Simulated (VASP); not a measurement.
Consider the following.

```
CELL_PARAMETERS angstrom
      2.89228     0.00000     0.00000
      0.00000     2.89228     0.00000
      0.00000     0.00000     2.89228
ATOMIC_POSITIONS crystal
  Ga 0.50000 0.50000 0.50000
  Co 0.00000 0.00000 0.00000
```

The numbers are results of AM05 GGA, VASP's PBE PAW potentials (set 64) (plane waves; VASP), not measurements. Run with 520 eV cut-off, 13×13×13 Γ-centred mesh, first-order Methfessel-Paxton smearing of 0.10 eV, potentials Ga_d Co.

### Question
Predict the energy per atom (σ→0), pressure, band gap (on the k-mesh) with the smallest direct gap where there is one.

### Answer

```
Item                                                         Value
------------------------  ----------------------------------------
band gap (on the k-mesh)  none (metal, semimetal or under 0.01 eV)
energy per atom (σ→0)                               -5.646 eV/atom
pressure                                               -102.0 kbar
```

The absolute energy has meaning only against runs of the same code, potentials and settings.

The compound is CoGa in the CsCl type structure. This cell is one point of a volume scan, at 1.06 of the reference volume. The run is not spin-polarised, so no magnetic state was tried.
